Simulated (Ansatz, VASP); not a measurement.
**Cross-check of BiSb between VASP and Ansatz**

One calculation is typed for both programs; each brings its own data sets. How far apart do they land? The cell is generated by rule, not measured, and may not be a known phase. The cell is taken from a series of runs on this material, whose earlier steps may have relaxed, scaled, displaced or heated it; both programs get it as it stands.

Main program and level: Ansatz 0.2.0; plane waves, with VASP 6.6.1 beside it; zone-centre phonons at PBEsol.

The structure was built from a prototype and need not be the compound's stable phase.

## (1) Starting point

The structure is cubic, space group Fm-3m (No. 225). The conventional cell has a = 6.295 Å, b = 6.295 Å, c = 6.295 Å, α = 90.00°, β = 90.00°, γ = 90.00°. Nearest to Bi lie 6 Sb at 3.15 Å. Nearest to Sb lie 6 Bi at 3.15 Å. Farther neighbours are not listed.

## (2) VASP: zone-centre phonons, PBEsol

Second derivatives magnify differences that forces hide, and they need a tight electronic threshold.

Lines of VASP's logs that name or quote its potential files are left out, and so is its time.

The input, INCAR:

```
SYSTEM = BiSb
PREC = Accurate
ENCUT = 500
EDIFF = 1E-08
NELM = 120
ISMEAR = 1
SIGMA = 0.15
LREAL = .FALSE.
ALGO = Normal
GGA = PS
NBANDS = 16
LORBIT = 11
LWAVE = .FALSE.
LCHARG = .FALSE.
ISIF = 2
IBRION = 8
LASPH = .TRUE.
GGA_COMPAT = .FALSE.
KPAR = 2
```

The input, POSCAR:

```
BiSb
1.0
   -2.2254503708      2.2254503708      3.1473417510
    2.2254503708     -2.2254503708      3.1473417510
    2.2254503708      2.2254503708     -3.1473417510
Bi Sb
1 1
Direct
    0.0000000000      0.0000000000      0.0000000000
    0.5000000000      0.5000000000      0.0000000000
```

The input, KPOINTS:

```
Automatic mesh
0
Gamma
12 12 12
0 0 0
```

Potentials, in the order of the species: Bi_d and Sb (PBE family, release 64).

Started as:

```sh
$ mpirun -np 2 vasp_std
```

Numbers of over 12 decimals in the logs are rounded to 6 here.

Log:

```text
[banner, memory and clock lines left out]
running    2 mpi-ranks, on    1 nodes
 distrk:  each k-point on    1 cores,    2 groups
 distr:  one band on    1 cores,    1 groups

 POSCAR found type information on POSCAR BiSb
 POSCAR found :  2 types and       2 ions
|                                                                             |
|               ----> ADVICE to this user running VASP <----                  |
|                                                                             |
|     You enforced a specific xc type in the INCAR file but a different       |
|     [... a line on the potential file left out ...]
|     I HOPE YOU KNOW WHAT YOU ARE DOING!                                     |
|                                                                             |

 LDA part: xc-table for (Slater+PW92), standard interpolation
 POSCAR, INCAR and KPOINTS ok, starting setup
 FFT: planning ... GRIDC
 FFT: planning ... GRID_SOFT
 FFT: planning ... GRID
 WAVECAR not read
 entering main loop
       N       E                     dE             d eps       ncg     rms          rms(c)
DAV:   1     0.144000861308E+03    0.14400E+03   -0.95378E+03  5224   0.121E+03
DAV:   2     0.752953620404E-01   -0.14393E+03   -0.14136E+03  6048   0.326E+02
DAV:   3    -0.864626658272E+01   -0.87216E+01   -0.86850E+01  6544   0.845E+01
DAV:   4    -0.884711056616E+01   -0.20084E+00   -0.20081E+00  6528   0.148E+01
DAV:   5    -0.885583019045E+01   -0.87196E-02   -0.87195E-02  7560   0.262E+00    0.201E+00
DAV:   6    -0.881951221041E+01    0.36318E-01   -0.13521E-01  7000   0.257E+00    0.111E+00
DAV:   7    -0.881898454402E+01    0.52767E-03   -0.12058E-02  6592   0.720E-01    0.630E-01
DAV:   8    -0.881870978783E+01    0.27476E-03   -0.12657E-03  6080   0.232E-01    0.712E-02
DAV:   9    -0.881866868749E+01    0.41100E-04   -0.16753E-04  6592   0.696E-02    0.242E-02
DAV:  10    -0.881867165801E+01   -0.29705E-05   -0.24833E-05  6896   0.446E-02    0.415E-03
DAV:  11    -0.881867143169E+01    0.22632E-06   -0.22688E-06  6376   0.722E-03    0.157E-03
DAV:  12    -0.881867100102E+01    0.43067E-06   -0.22159E-07  6752   0.478E-03    0.222E-04
DAV:  13    -0.881867098493E+01    0.16084E-07   -0.76352E-09  5248   0.631E-04    0.189E-04
DAV:  14    -0.881867102486E+01   -0.39930E-07   -0.13246E-09  3792   0.355E-04    0.143E-05
DAV:  15    -0.881867102687E+01   -0.20013E-08   -0.30068E-10  3456   0.173E-04
   1 F= -.88186710E+01 E0= -.88187159E+01  d E =0.134546E-03
 Linear response reoptimize wavefunctions to high precision
DAV:   1    -0.881867102742E+01   -0.55206E-09   -0.14604E-10  3776   0.146E-04
DAV:   2    -0.881867102740E+01    0.19099E-10   -0.50177E-11  3264   0.654E-05
 Linear response DOF=           4
 Linear response progress:
  Degree of freedom:   1/  4
       N       E                     dE             d eps       ncg     rms          rms(c)
RMM:   1    -0.328562090392E+00   -0.32856E+00    0.20023E-01 11337   0.937E+00
RMM:   2    -0.337081007760E+00   -0.85189E-02   -0.16275E-02 15023   0.107E+00    0.593E-02
RMM:   3    -0.337103668045E+00   -0.22660E-04   -0.13729E-03 17047   0.311E-01    0.349E-02
RMM:   4    -0.336930337717E+00    0.17333E-03   -0.11646E-04 17479   0.950E-02    0.439E-03
RMM:   5    -0.336936250864E+00   -0.59131E-05   -0.15800E-05 17730   0.325E-02    0.210E-03
RMM:   6    -0.336938264390E+00   -0.20135E-05   -0.28445E-06 16970   0.122E-02    0.639E-04
RMM:   7    -0.336934498354E+00    0.37660E-05   -0.17995E-06 17676   0.522E-03    0.305E-04
RMM:   8    -0.336928927314E+00    0.55710E-05   -0.10007E-06 17218   0.193E-03    0.548E-05
RMM:   9    -0.336928846590E+00    0.80724E-07   -0.99551E-07 18360   0.793E-04    0.482E-05
RMM:  10    -0.336928165151E+00    0.68144E-06   -0.50944E-07 17345   0.375E-04    0.216E-05
RMM:  11    -0.336927612978E+00    0.55217E-06   -0.60017E-07 17720   0.215E-04    0.399E-06
RMM:  12    -0.336927508521E+00    0.10446E-06   -0.63036E-07 18618   0.121E-04    0.145E-06
RMM:  13    -0.336927452835E+00    0.55687E-07   -0.70690E-07 18403   0.774E-05    0.562E-07
RMM:  14    -0.336927424961E+00    0.27874E-07   -0.71395E-07 17654   0.565E-05    0.406E-07
RMM:  15    -0.336927427235E+00   -0.22743E-08   -0.70013E-07 13930   0.463E-05    0.390E-07
RMM:  16    -0.336927407098E+00    0.20136E-07   -0.74075E-07 14196   0.419E-05    0.147E-07
RMM:  17    -0.336927411737E+00   -0.46384E-08   -0.68298E-07 10238   0.395E-05    0.120E-07
RMM:  18    -0.336927408520E+00    0.32165E-08   -0.71795E-07  8656   0.384E-05    0.266E-08
 first order change of Fermi-energy  -0.10061E-02
 force on displaced ion       1 direction 1 :   2.458   0.000  -0.000
 Linear response progress:
  Degree of freedom:   2/  4
       N       E                     dE             d eps       ncg     rms          rms(c)
RMM:   1    -0.329240964946E+00   -0.32924E+00    0.19345E-01  6632   0.930E+00
RMM:   2    -0.337082678239E+00   -0.78417E-02   -0.16051E-02  8551   0.105E+00    0.591E-02
RMM:   3    -0.337104265415E+00   -0.21587E-04   -0.12942E-03  9657   0.295E-01    0.349E-02
RMM:   4    -0.336931449123E+00    0.17282E-03   -0.10056E-04 10033   0.904E-02    0.406E-03
RMM:   5    -0.336938574651E+00   -0.71255E-05   -0.13622E-05  9948   0.311E-02    0.201E-03
RMM:   6    -0.336941446586E+00   -0.28719E-05   -0.13851E-06  9682   0.126E-02    0.680E-04
RMM:   7    -0.336936407464E+00    0.50391E-05    0.21056E-06 10052   0.524E-03    0.275E-04
RMM:   8    -0.336930368442E+00    0.60390E-05    0.33827E-06  9727   0.212E-03    0.512E-05
RMM:   9    -0.336929547149E+00    0.82129E-06    0.38597E-06 10472   0.887E-04    0.239E-05
RMM:  10    -0.336929695667E+00   -0.14852E-06    0.35660E-06 10495   0.414E-04    0.198E-05
RMM:  11    -0.336927772069E+00    0.19236E-05    0.33629E-06  9177   0.277E-04    0.532E-05
RMM:  12    -0.336929124911E+00   -0.13528E-05    0.33426E-06  9145   0.187E-04    0.465E-06
RMM:  13    -0.336928998385E+00    0.12653E-06    0.32793E-06  9956   0.927E-05    0.206E-06
RMM:  14    -0.336928956125E+00    0.42261E-07    0.31142E-06 10490   0.607E-05    0.140E-06
RMM:  15    -0.336928895371E+00    0.60753E-07    0.35341E-06  9701   0.453E-05    0.117E-06
RMM:  16    -0.336928898277E+00   -0.29057E-08    0.30951E-06  9522   0.396E-05    0.247E-07
RMM:  17    -0.336928884948E+00    0.13329E-07    0.32197E-06  6878   0.355E-05    0.219E-07
RMM:  18    -0.336928875254E+00    0.96947E-08    0.32101E-06  7444   0.343E-05    0.149E-07
RMM:  19    -0.336928875735E+00   -0.48143E-09    0.32171E-06  4584   0.333E-05    0.511E-08
 first order change of Fermi-energy  -0.84351E-05
 force on displaced ion       1 direction 3 :  -0.000  -0.000   2.459
 Linear response progress:
  Degree of freedom:   3/  4
       N       E                     dE             d eps       ncg     rms          rms(c)
RMM:   1    -0.272803139075E-01   -0.27280E-01    0.15607E-02 16857   0.102E+00
RMM:   2    -0.265921055451E-01    0.68821E-03   -0.19216E-03 16448   0.236E-01    0.624E-02
RMM:   3    -0.267219267489E-01   -0.12982E-03   -0.15130E-04 17047   0.799E-02    0.375E-02
RMM:   4    -0.270042259298E-01   -0.28230E-03   -0.47681E-05 16796   0.483E-02    0.477E-03
RMM:   5    -0.270267927091E-01   -0.22567E-04   -0.40225E-06 17842   0.134E-02    0.253E-03
RMM:   6    -0.270254169450E-01    0.13758E-05   -0.38391E-07 16737   0.306E-03    0.108E-04
RMM:   7    -0.270255404627E-01   -0.12352E-06   -0.29918E-07 18076   0.794E-04    0.764E-05
RMM:   8    -0.270254926069E-01    0.47856E-07    0.59977E-08 17575   0.289E-04    0.199E-05
RMM:   9    -0.270256106056E-01   -0.11800E-06    0.57887E-08 18389   0.103E-04    0.698E-06
RMM:  10    -0.270256006675E-01    0.99381E-08    0.12334E-07 17956   0.395E-05    0.166E-06
RMM:  11    -0.270256051376E-01   -0.44701E-08    0.11368E-07 16820   0.153E-05    0.304E-07
RMM:  12    -0.270256040146E-01    0.11230E-08    0.15021E-07 12388   0.979E-06    0.133E-07
RMM:  13    -0.270256051834E-01   -0.11688E-08    0.10778E-07  6169   0.778E-06    0.467E-08
 first order change of Fermi-energy   0.11450E-02
 force on displaced ion       2 direction 1 :   2.500  -0.000   0.000
 Linear response progress:
  Degree of freedom:   4/  4
       N       E                     dE             d eps       ncg     rms          rms(c)
RMM:   1    -0.272227220267E-01   -0.27223E-01    0.16181E-02  9397   0.100E+00
RMM:   2    -0.265947610708E-01    0.62796E-03   -0.19516E-03  9413   0.232E-01    0.628E-02
RMM:   3    -0.267247382942E-01   -0.12998E-03   -0.16856E-04  9829   0.822E-02    0.374E-02
RMM:   4    -0.270006106123E-01   -0.27587E-03   -0.47491E-05  9659   0.479E-02    0.525E-03
RMM:   5    -0.270289722493E-01   -0.28362E-04   -0.26075E-06 10278   0.131E-02    0.255E-03
RMM:   6    -0.270264468811E-01    0.25254E-05    0.18111E-07  9747   0.306E-03    0.321E-04
RMM:   7    -0.270261999317E-01    0.24695E-06    0.11662E-06 10340   0.815E-04    0.655E-05
RMM:   8    -0.270261944047E-01    0.55270E-08    0.11836E-06 10098   0.308E-04    0.173E-05
RMM:   9    -0.270262598708E-01   -0.65466E-07    0.13142E-06 10444   0.109E-04    0.103E-05
RMM:  10    -0.270262474203E-01    0.12450E-07    0.12350E-06 10505   0.370E-05    0.199E-06
RMM:  11    -0.270262383451E-01    0.90752E-08    0.13031E-06  9905   0.160E-05    0.570E-07
RMM:  12    -0.270262586500E-01   -0.20305E-07    0.11497E-06  7407   0.924E-06    0.133E-07
RMM:  13    -0.270262397868E-01    0.18863E-07    0.13188E-06  3906   0.714E-06    0.578E-08
 first order change of Fermi-energy  -0.10962E-03
 force on displaced ion       2 direction 3 :  -0.000  -0.000   2.501
 Linear response finished
```

Parts of OUTCAR (step 2):

```text
ion  position               nearest neighbor table
   1  0.000  0.000  0.000-   2 3.15   2 3.15   2 3.15   2 3.15   2 3.15   2 3.15
   2  0.500  0.500  0.000-   1 3.15   1 3.15   1 3.15   1 3.15   1 3.15   1 3.15

  LATTYP: Found a body centered tetragonal cell.
 ALAT       =     4.4509007416
 C/A-ratio  =     1.4142493548

 Subroutine GETGRP returns: Found 16 space group operations
 (whereof 16 operations were pure point group operations)

The static configuration has the point symmetry D_4h.

 Found    163 irreducible k-points:

   k-points           NKPTS =    163   k-points in BZ     NKDIM =    163   number of bands    NBANDS=     16

   dimension x,y,z NGX =    32 NGY =   32 NGZ =   32
   dimension x,y,z NGXF=    64 NGYF=   64 NGZF=   64

   ENCUT  =  500.0 eV  36.75 Ry    6.06 a.u.   8.12  8.12  8.12*2*pi/ulx,y,z

   NELECT =      20.0000    total number of electrons

 k-points in reciprocal lattice and weights: Automatic mesh
   0.00000000  0.00000000  0.00000000       0.001
   0.08333333  0.00000000 -0.00000000       0.005
   0.16666667  0.00000000  0.00000000       0.005
   0.25000000  0.00000000 -0.00000000       0.005
   0.33333333  0.00000000 -0.00000000       0.005
   0.41666667  0.00000000 -0.00000000       0.005
   0.50000000  0.00000000 -0.00000000       0.002
   0.08333333  0.08333333 -0.00000000       0.005
   0.16666667  0.08333333 -0.00000000       0.009
[...]
-0.41666667 -0.41666667  0.41666667       0.001
   0.50000000  0.50000000  0.50000000       0.001

 average (electrostatic) potential at core
       1-103.7345       2 -85.3499

  Total       -0.0055866     -0.0055866     -0.0070354      0.0000000      0.0000000      0.0000000
  in kB       -0.1435538     -0.1435538     -0.1807845      0.0000000      0.0000000      0.0000000
  external PRESSURE =      -0.1559640 kB  Pullay stress =       0.0000000 kB

  energy-cutoff  :      500.00
  volume of cell :       62.35
      direct lattice vectors                 reciprocal lattice vectors
    -2.225450371  2.225450371  3.147341751     0.000000000  0.224673624  0.158864222
     2.225450371 -2.225450371  3.147341751     0.224673624  0.000000000  0.158864222
     2.225450371  2.225450371 -3.147341751     0.224673624  0.224673624  0.000000000

 POSITION                                       TOTAL-FORCE (eV/Angst)
 -----------------------------------------------------------------------------------
      0.00000      0.00000      0.00000         0.000000     -0.000000      0.000000
      0.00000      0.00000      3.14734        -0.000000      0.000000     -0.000000
 -----------------------------------------------------------------------------------
    total drift:                                0.000000      0.000000      0.000000

 Eigenvectors and eigenvalues of the dynamical matrix
 ----------------------------------------------------

   1 f  =    0.011275 THz     0.070843 2PiTHz    0.376093 cm-1     0.046630 meV
             X         Y         Z           dx          dy          dz
      0.000000  0.000000  0.000000     0.000000    0.000000   -0.797334
      0.000000  0.000000  3.147342     0.000000    0.000000   -0.603539

   2 f  =    0.011238 THz     0.070608 2PiTHz    0.374846 cm-1     0.046475 meV
             X         Y         Z           dx          dy          dz
      0.000000  0.000000  0.000000    -0.717237    0.348282    0.000000
      0.000000  0.000000  3.147342    -0.542924    0.263638    0.000000

   3 f  =    0.011238 THz     0.070608 2PiTHz    0.374846 cm-1     0.046475 meV
             X         Y         Z           dx          dy          dz
      0.000000  0.000000  0.000000     0.348282    0.717237    0.000000
      0.000000  0.000000  3.147342     0.263638    0.542924    0.000000

   4 f/i=    2.809424 THz    17.652133 2PiTHz   93.712307 cm-1    11.618840 meV
             X         Y         Z           dx          dy          dz
      0.000000  0.000000  0.000000    -0.418531    0.434860    0.000000
      0.000000  0.000000  3.147342     0.552906   -0.574477   -0.000000

   5 f/i=    2.809424 THz    17.652133 2PiTHz   93.712307 cm-1    11.618840 meV
             X         Y         Z           dx          dy          dz
      0.000000  0.000000  0.000000    -0.434860   -0.418531   -0.000000
      0.000000  0.000000  3.147342     0.574477    0.552906    0.000000

   6 f/i=    2.810023 THz    17.655895 2PiTHz   93.732277 cm-1    11.621316 meV
             X         Y         Z           dx          dy          dz
      0.000000  0.000000  0.000000     0.000000    0.000000   -0.603539
      0.000000  0.000000  3.147342     0.000000   -0.000000    0.797334

 ELASTIC MODULI CONTR FROM IONIC RELAXATION (kBar)
 Direction    XX          YY          ZZ          XY          YZ          ZX
 --------------------------------------------------------------------------------
 XX           0.0000      0.0000      0.0000      0.0000      0.0000      0.0000
 YY           0.0000      0.0000      0.0000      0.0000      0.0000      0.0000
 ZZ           0.0000      0.0000      0.0000      0.0000      0.0000      0.0000
 XY           0.0000      0.0000      0.0000      0.0000      0.0000      0.0000
 YZ           0.0000      0.0000      0.0000      0.0000      0.0000      0.0000
 ZX           0.0000      0.0000      0.0000      0.0000      0.0000      0.0000
 --------------------------------------------------------------------------------
```

(Part 1 of 2 ends here.)

[Lines on the potential files, build, host, timing and source positions are cut from VASP's logs without a mark.]

[Logs are printed without paths, hosts, clocks, repeated set-up lines and the standing remarks that a program may print on its own settings, such as how far it seeks lower states.]

[Hosts, paths, dates, database ids (printed as entryN), source tags and the programs' standing remarks are cut or masked in the printed files.]
